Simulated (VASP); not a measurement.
Consider the following.

```
MgAs
1.0
    4.09090     0.00000     0.00000
   -2.04545     3.54282     0.00000
    0.00000     0.00000     2.91847
Mg As
1 1
Direct
  0.00000   0.00000   0.00000
  0.66667   0.33333   0.50000
```

All values below come from PBEsol GGA, VASP's PBE PAW potentials (set 64) (plane waves; VASP). Run with 400 eV cut-off, Gaussian smearing of 0.050 eV, potentials Mg As.

### Question
Estimate the band gap (along the path) with the smallest direct gap where there is one.

### Answer

* **band gap (along the path)**: none (metal, semimetal or under 0.01 eV)

Only differences to runs with the same potentials and settings are physical.

The structure comes from a computed database's MgAs entry (P-6m2); how it stands against other phases isn't given here. It was relaxed first. The electron count is odd and the run is not spin-polarised, which forces a metal.
